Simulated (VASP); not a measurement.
Given:

```yaml
crystal:
  lattice:
    - [4.12578, 0.00000, 0.00000]
    - [0.00000, 4.12578, 0.00000]
    - [0.00000, 0.00000, 4.12578]
  atoms:
    - { symbol: Sc, position: [0.00000, 0.00000, 0.00000] }
    - { symbol: Al, position: [0.00000, 0.50000, 0.50000] }
    - { symbol: Al, position: [0.50000, 0.00000, 0.50000] }
    - { symbol: Al, position: [0.50000, 0.50000, 0.00000] }
```

Level of theory: revPBE GGA, VASP's PBE PAW potentials (set 64) (plane waves; VASP). Numerical set-up: 520 eV cut-off, Gaussian smearing of 0.050 eV, potentials Sc_sv Al.

Task: What does the run give for the band gap (along the path) with the smallest direct gap where there is one?

Result: 
```yaml
band gap (along the path): none (metal, semimetal or under 0.01 eV)
```

Only differences to runs with the same potentials and settings are physical.

The compound is Al3Sc in the L1_2 structure. It was relaxed first.
